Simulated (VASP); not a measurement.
The input files of a VASP run:

### POSCAR
```
Si
1
    0.0000000000     2.7155000000     2.7155000000
    2.7155000000     0.0000000000     2.7155000000
    2.7155000000     2.7155000000     0.0000000000
Si
2
Direct
  0.0000000000   0.0000000000   0.0000000000
  0.2500000000   0.2500000000   0.2500000000
```

### KPOINTS
```
Automatic mesh
0
Gamma
8 8 8
0 0 0
```

INCAR:
```
ALGO=Normal
EDIFF=1E-6
EDIFFG=-0.01
ENCUT=520
GGA=PE
IBRION=2
ISIF=3
ISMEAR=0
IVDW=11
LASPH=.TRUE.
LCHARG=.FALSE.
LREAL=.FALSE.
LWAVE=.FALSE.
NELM=100
NSW=60
PREC=Accurate
SIGMA=0.05
SYSTEM=Si
```

POTCAR, in this order: Si (PBE.64 set). Program: vasp_std.

### Question
Write an equivalent input for Quantum ESPRESSO's pw.x.

### Answer
One equivalent input (not run):
```
&CONTROL
  calculation = 'vc-relax'
  pseudo_dir = './pseudo'
  outdir = './out'
  tprnfor = .true.
  tstress = .true.
  nstep = 60
  forc_conv_thr = 0.00039
/
&SYSTEM
  ibrav = 0
  nat = 2
  ntyp = 1
  ecutwfc = 36
  occupations = 'smearing'
  smearing = 'gaussian'
  degauss = 0.003675
  input_dft = 'pbe'
  vdw_corr = 'grimme-d3'
  dftd3_version = 3
  dftd3_threebody = .false.
/
&ELECTRONS
  conv_thr = 7.3e-08
  electron_maxstep = 100
/
&IONS
/
&CELL
/
ATOMIC_SPECIES
  Si 28.085 Si.upf
CELL_PARAMETERS angstrom
     0.0000000    2.7155000    2.7155000
     2.7155000    0.0000000    2.7155000
     2.7155000    2.7155000    0.0000000
ATOMIC_POSITIONS crystal
  Si   0.0000000  0.0000000  0.0000000
  Si   0.2500000  0.2500000  0.2500000
K_POINTS automatic
  8 8 8 0 0 0
```
The two are equivalent in intent, not identical: the potentials are each code's own (VASP's PAW set, PseudoDojo norm-conserving files in pw.x), so ENCUT and ecutwfc are chosen apart and not converted; conv_thr bounds pw.x's estimated SCF error, while EDIFF bounds the energy change between steps; forc_conv_thr acts on force components and is met together with etot_conv_thr.

The compound is Si in the diamond structure. This run relaxes it. Symmetry was kept, so distortions that lower it aren't found.
